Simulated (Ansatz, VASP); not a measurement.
# Cross-check of MoS2 between VASP and Ansatz

One calculation is typed for both programs; each brings its own data sets. How far apart do they land? The structure shown comes from an earlier Ansatz run, which isn't shown and may have moved the atoms alone.

Calculated with Ansatz 0.2.0; plane waves, with VASP 6.6.1 beside it; elastic constants at LDA.

## Step 1: Set-up

It takes space group R3m (No. 160, trigonal). Conventional cell: a = 3.107 Å, b = 3.107 Å, c = 19.966 Å, α = 90.00°, β = 90.00°, γ = 120.00°. Mo has 6 S at 2.39 Å nearest. Nearest to S lie 3 Mo at 2.39 Å. Nearest to S lie 3 Mo at 2.39 Å. Farther neighbours and most contacts between anions are not listed.

## Step 2: Ansatz: elastic constants, LDA

Ansatz runs on its default PAW (the set named soft_2) files.

Elastic constants are differences of stresses under small strains, so they test the stress and the mesh.

Contents of input.yaml:

```yaml
crystal:
  lattice:
    - [1.5533001985, 0.8967982877, 6.6553223664]
    - [-1.5533001985, 0.8967982877, 6.6553223664]
    - [0.0, -1.7935965755, 6.6553223664]
  atoms:
    - { symbol: Mo, position: [0.0001106694, 0.0001106694, 0.0001106694] }
    - { symbol: S, position: [0.2540437595, 0.2540437595, 0.2540437595] }
    - { symbol: S, position: [0.4128455711, 0.4128455711, 0.4128455711] }
kpoints:
  mp_grid: { grid: [2, 2, 2] }
hamiltonian:
  xc: lda
scf:
  occupations: { method: gaussian, width: 0.02 }
output:
  forces: true
  stress: true
  eigenvalues: true
elastic:
  mode: relaxed_ion
  stencil: two_point
```

On the command line:

```sh
$ ansatz run input.yaml --threads 4 --pin off --max-ram 8192MiB --backend cpu --events-out ev --progress --plain --runs-dir out
```

Numbers of over 12 decimals in the logs are rounded to 6 here.

The log of the run:

```text
Engine: ansatz 0.2.0, x86_64-unknown-linux-gnu
Pseudopotentials: kind: paw
Pseudopotential: Mo, paw, valence charge 14, recommended cutoff 420 eV (normal), Mo.paw.azcp
Pseudopotential: S, paw, valence charge 6, recommended cutoff 420 eV (normal), S.paw.azcp
Functional definition: SPW92
  exchange = slater_x
  correlation = pw_c
Crystal: 3 atoms, lattice volume = 55.625 Å³
Basis set: ecut = 420 eV, 1097 PW (Γ)
Bands: 17, of which v1, the nominal top of the filled ones, is band 13 counted from 1 (12 counted from 0)
Symmetry: 6 space group operations
Space group: R3m (ITA 160), of the structure as read, at distance tolerance 3.8e-5 Å
k-points: 4 of 8
Non-local potential: Mo, projectors of the file, l = 0: 3, l = 1: 2, l = 2: 2, l = 3: 1
Non-local potential: S, projectors of the file, l = 0: 2, l = 1: 2, l = 2: 2
PAW form: soft (Blöchl's): semilocal exchange-correlation on the pseudo side does not see the compensation charge
PAW frozen core: Mo, regenerated for the run's functional, and the local potential with it (the file was generated under x = pbe(κ = 0.804, μ = 0.219515), c = pbe(β = 0.066725))
PAW frozen core: S, regenerated for the run's functional, and the local potential with it (the file was generated under x = pbe(κ = 0.804, μ = 0.219515), c = pbe(β = 0.066725))
PAW one-centre angular grid: Mo, 590 points (default); XC on 64 Gauss nodes
PAW one-centre angular grid: S, 110 points (default); XC on 64 Gauss nodes
Initial density: superposition of atomic densities (neutral atoms: chi_scale 0, normalization atom), corrected by the library's trained network
Initial wavefunctions: pseudopotential atomic-orbital guess
Functional: x = slater, c = lda
SCF iter   1: F=—  HF=-6584.060066 eV  |F-HF|=—  |Δ(HF+E_count)|=         —  Δρ=1.61e-2  dr2=8.44e-2  ethr=1.77e-3  ⟨swp⟩=6.2  Hψ=392  notcnv=0
preconditioner: auto → none  [insulator: Δε(μ)=2.217 eV  Ē_g=8.341 eV  σ=0.020 eV  W_gap=1.00  n_scr=10 (ndim 8)  ℏωp=21.1 eV  f_vac=0.059  D(μ)=0.00/eV (n_scr^D=0)  ε∞_Penn≈7.4]
SCF iter   2: F=—  HF=-6584.029859 eV  |F-HF|=—  |Δ(HF+E_count)|=   3.02e-2  Δρ=5.93e-3  dr2=9.26e-3  ethr=3.25e-4  ⟨swp⟩=3.0  Hψ=165  notcnv=0
SCF iter   3: F=—  HF=-6584.029369 eV  |F-HF|=—  |Δ(HF+E_count)|=   4.90e-4  Δρ=3.33e-3  dr2=1.34e-2  ethr=3.56e-5  ⟨swp⟩=2.0  Hψ=120  notcnv=0
SCF iter   4: F=—  HF=-6584.028010 eV  |F-HF|=—  |Δ(HF+E_count)|=   1.36e-3  Δρ=1.74e-3  dr2=4.05e-3  ethr=3.56e-5  ⟨swp⟩=2.5  Hψ=116  notcnv=0
SCF iter   5: F=—  HF=-6584.027490 eV  |F-HF|=—  |Δ(HF+E_count)|=   5.20e-4  Δρ=6.71e-4  dr2=2.98e-4  ethr=1.56e-5  ⟨swp⟩=2.0  Hψ=72  notcnv=0
SCF iter   6: F=—  HF=-6584.027475 eV  |F-HF|=—  |Δ(HF+E_count)|=   1.48e-5  Δρ=3.17e-4  dr2=1.27e-4  ethr=1.15e-6  ⟨swp⟩=2.2  Hψ=93  notcnv=0
SCF iter   7: F=—  HF=-6584.027455 eV  |F-HF|=—  |Δ(HF+E_count)|=   1.94e-5  Δρ=9.01e-5  dr2=1.78e-6  ethr=4.87e-7  ⟨swp⟩=2.5  Hψ=88  notcnv=0
SCF iter   8: F=—  HF=-6584.027404 eV  |F-HF|=—  |Δ(HF+E_count)|=   5.14e-5  Δρ=1.45e-5  dr2=6.84e-8  ethr=6.84e-9  ⟨swp⟩=2.2  Hψ=102  notcnv=0
SCF iter   9: F=—  HF=-6584.027404 eV  |F-HF|=—  |Δ(HF+E_count)|=   6.64e-9  Δρ=3.41e-6  dr2=2.30e-9  ethr=2.63e-10  ⟨swp⟩=2.0  Hψ=102  notcnv=0
SCF iter  10: F=—  HF=-6584.027404 eV  |F-HF|=—  |Δ(HF+E_count)|=  4.92e-10  Δρ=1.07e-6  dr2=2.36e-10  ethr=8.85e-12  ⟨swp⟩=2.5  Hψ=108  notcnv=0
SCF iter  11: F=—  HF=-6584.027404 eV  |F-HF|=—  |Δ(HF+E_count)|=  6.00e-11  Δρ=1.03e-7  dr2=2.73e-12  ethr=9.09e-13 (applied; sched 1.00e-12)  ⟨swp⟩=2.0  Hψ=99  notcnv=0
SCF iter  12: F=—  HF=-6584.027404 eV  |F-HF|=—  |Δ(HF+E_count)|=  2.73e-12  Δρ=2.75e-8  dr2=3.40e-13  ethr=1.05e-14 (applied; sched 1.00e-12)  ⟨swp⟩=2.0  Hψ=103  notcnv=0
SCF iter  13: F=—  HF=-6584.027404 eV  |F-HF|=—  |Δ(HF+E_count)|=  4.55e-12  Δρ=1.30e-8  dr2=1.50e-13  ethr=1.00e-12  ⟨swp⟩=5.0  Hψ=247  notcnv=0
SCF iter  14: F=-6584.027404 eV  HF=-6584.027404 eV  |F-HF|=2.73e-12  |Δ(HF+E_count)|=  9.09e-13  Δρ=4.39e-9  dr2=4.04e-14  ethr=1.00e-12  ⟨swp⟩=4.0  Hψ=222  notcnv=0
SCF 1 converged in 14 iterations: F = -6584.027404 eV  dr2 = 4.04e-14
  greatest PAW one-centre occupation: 0.999 electrons in one spin orbital (limit 2), on the Mo atom at site 0 (counted from 0), in its partial waves of l = 0
relax step   1: F+E_penalty+E_count = -6584.02740411 eV  Δ(F+E_penalty+E_count) = +0.000e0 eV  max|allowed force component| = 9.882e-4 eV/Å  Δτ_max = 0.0000 Å  (14 SCF iters, accepted)
[...]
relax step   2: F+E_penalty+E_count = -6584.02739225 eV  Δ(F+E_penalty+E_count) = -9.765e-5 eV  max|allowed force component| = 3.293e-4 eV/Å  Δτ_max = 0.0031 Å  (9 SCF iters, accepted)
[...]
relax step   3: F+E_penalty+E_count = -6584.02739225 eV  Δ(F+E_penalty+E_count) = -4.363e-9 eV  max|allowed force component| = 1.241e-4 eV/Å  Δτ_max = 0.0000 Å  (7 SCF iters, accepted)
[...]
relax step   4: F+E_penalty+E_count = -6584.02739225 eV  Δ(F+E_penalty+E_count) = -2.574e-10 eV  max|allowed force component| = 8.647e-6 eV/Å  Δτ_max = 0.0000 Å  (5 SCF iters, accepted)
iter 1 solved again at ethr=1.00e-12 eV; its pass at ethr=3.10e-3 eV (dr2=7.44e-13 eV) is discarded
SCF iter   1: F=—  HF=-6584.027392 eV  |F-HF|=—  |Δ(HF+E_count)|=         —  Δρ=6.17e-9  dr2=4.56e-14  ethr=1.00e-12  ⟨swp⟩=2.0  Hψ=603  notcnv=0
SCF iter   2: F=—  HF=-6584.027392 eV  |F-HF|=—  |Δ(HF+E_count)|=  2.73e-12  Δρ=1.14e-8  dr2=2.32e-13  ethr=1.00e-12  ⟨swp⟩=5.0  Hψ=364  notcnv=0  recentre
SCF iter   3: F=-6584.027392 eV  HF=-6584.027392 eV  |F-HF|=9.09e-13  |Δ(HF+E_count)|=  1.82e-12  Δρ=1.91e-9  dr2=5.83e-16  ethr=1.00e-12  ⟨swp⟩=3.0  Hψ=364  notcnv=0
SCF 31 converged in 3 iterations: F = -6584.027392 eV  dr2 = 5.83e-16
SCF converged after 10 iterations
Free energy (F): -6584.027404 eV
Harris-Foulkes:  -6584.027404 eV  (|F-HF|=1.82e-12)
Internal energy: -6584.027404 eV  (E = F + TS)
E sigma→0 (E₀):  -6584.027404 eV
Fermi energy:    10.696184 eV
--- Per-component energies (eV) ---
  E_band       = -177.253892
  E_kinetic    = 660.919251
  E_local      = -2305.753880  (includes V_loc(G=0)·N_el)
  E_nonlocal   = 205.627323
  E_hartree    = 913.099218
  E_xc         = -376.535113
  E_vxc        = -406.212650  (∫ρ·V_xc dr)
  E_paw        = -4226.827971  (= ΣΔE_a)
  E_vpaw       = -158.032395  (= ΣTr[D̂ρ^β])
  E_aug_tail   = 0.000022  (compensation charges beyond the density's cutoff)
  E_ewald      = -1455.335465
  E_core_change = 0.779211  (= ΣΔE_core)
  E_smearing   = -0.000000  (= −TS)
  E_closure    = 0.000000  (closes the sum)
  Σ components = -6584.027404   (vs F -6584.027404, Δ=0.00e0)
--- Forces (eV/Å), atoms counted from 1 ---
  atom   1  Mo     0.00000000    -0.00000000     0.00000035
  atom   2  S     -0.00000000     0.00000000    -0.00000085
  atom   3  S      0.00000000    -0.00000000    -0.00000107
  max |Σ_I F_I| component: 1.57e-6 eV/Å
--- Stress (GPa, compression-positive) ---
       -0.001368       0.000000       0.000000
        0.000000      -0.001368      -0.000000
        0.000000      -0.000000       0.008021
  P = ⅓ Tr σ = 0.0018 GPa (0.018 kbar)
--- Band table (eV) ---
  k-point 0: bands = [... 9 lower, 8.0681, 8.0681, 8.2146, 8.7201, 12.3081, 12.3081, 12.5074, 12.5074]
  k-point 1: bands = [... 9 lower, 6.2514, 7.5377, 8.5685, 8.6515, 11.7372, 12.2165, 13.4516, 13.7239]
  k-point 2: bands = [... 9 lower, 6.2775, 7.2053, 8.5767, 8.7191, 11.7203, 12.3349, 13.1027, 13.9178]
  k-point 3: bands = [... 9 lower, 6.7743, 8.0770, 8.0770, 9.6723, 12.3432, 12.3432, 12.4587, 12.4587]
--- Elastic constants: 3 strain directions × 2 members + reference (group order 6) ---
  dense FFT box of the reference and of every strained cell: 48×48×48
  strains applied: 11, 33, 23; error gains: componentwise 1.00 (the most a stress slope's error grows in a printed constant), spectral 1.41 (1 for all six strains in a standard setting)
  reference relaxed by the batch: 3 steps; max|allowed force component| 9.88e-4 eV/Å at the deck's positions, 8.54e-7 at the last accepted step, 8.73e-7 by the solve of record
  largest displacement 4.5e-5 Å; the constants are those of the deck's cell at these positions:
  atoms:
    - { symbol: Mo, position: [0.000111005, 0.000111005, 0.000111005] }
    - { symbol: S, position: [0.254041, 0.254041, 0.254041] }
    - { symbol: S, position: [0.412848, 0.412848, 0.412848] }
  C = ∂σ_k/∂η_j (tension-positive GPa; Voigt order 11 22 33 23 13 12):
       228.346     51.069      3.217      0.801     -0.000     -0.000
        51.069    228.346      3.217     -0.801      0.000      0.000
         3.267      3.267     19.321     -0.000     -0.000     -0.000
         0.837     -0.837     -0.000      4.928     -0.000      0.000
        -0.000      0.000     -0.000      0.000      4.928      0.837
         0.000     -0.000      0.000     -0.000      0.801     88.639
  reference stress σ⁰ (GPa):      0.001      0.001     -0.008      0.000     -0.000     -0.000
  C* (energy form; C + prestress term) asymmetry max|C*_kj − C*_jk| = 3.987e-2 GPa — a small one proves nothing (zero by symmetry where the batch's group is 432, −43m or m−3m); a large one is finite-difference/SCF noise where every solve meets its electron count
  moduli (Voigt/Reuss/Hill, GPa): K = 65.68/17.63/41.65   G = 47.60/9.95/28.77   E = 70.17   ν = 0.219
  mechanically stable: yes (min eigenvalue of sym C = 4.92 GPa)
  strain η (Voigt 11):  stress-route row diagonal C_11 = 228.35 GPa, energy-path curvature d²(F+E_count+ΔE)/dδ²/Ω₀ = 228.42 GPa
         δ    σ_11 (GPa)             F (eV)   n_scf  n_hpsi   n_pw
    -2.000e-3      -0.4601       -6584.0272316       3    1411   1093   relax 4 steps, max|allowed force component| 1.14e-6 eV/Å
     2.000e-3       0.4533       -6584.0272444       3    1396   1106   relax 3 steps, max|allowed force component| 4.18e-5 eV/Å
  strain η (Voigt 33):  stress-route row diagonal C_33 = 19.32 GPa, energy-path curvature d²(F+E_count+ΔE)/dδ²/Ω₀ = 19.18 GPa
         δ    σ_33 (GPa)             F (eV)   n_scf  n_hpsi   n_pw
    -2.000e-3      -0.0475       -6584.0273770       2     694   1097   relax 4 steps, max|allowed force component| 7.15e-8 eV/Å
     2.000e-3       0.0298       -6584.0273918       2     697   1100   relax 3 steps, max|allowed force component| 3.33e-6 eV/Å
  strain η (Voigt 23):  stress-route row diagonal C_44 = 4.93 GPa, energy-path curvature d²(F+E_count+ΔE)/dδ²/Ω₀ = 4.90 GPa
         δ    σ_23 (GPa)             F (eV)   n_scf  n_hpsi   n_pw
    -2.000e-3      -0.0097       -6584.0273919       2    1039   1097   relax 3 steps, max|allowed force component| 3.03e-5 eV/Å
     2.000e-3       0.0100       -6584.0273923       3    1415   1097   relax 4 steps, max|allowed force component| 8.65e-6 eV/Å
```

The column dr2 measures how far the density is from self-consistency, as an energy; F and HF (Harris–Foulkes) agree once it is small.

[end of part 1 of 2]

[Lines on the potential files, build, host, timing and source positions are cut from VASP's logs without a mark.]

[Logs are printed without paths, hosts, clocks, repeated set-up lines and the standing remarks that a program may print on its own settings, such as how far it seeks lower states.]

[Hosts, paths, dates, database ids (printed as entryN), source tags and the programs' standing remarks are cut or masked in the printed files.]
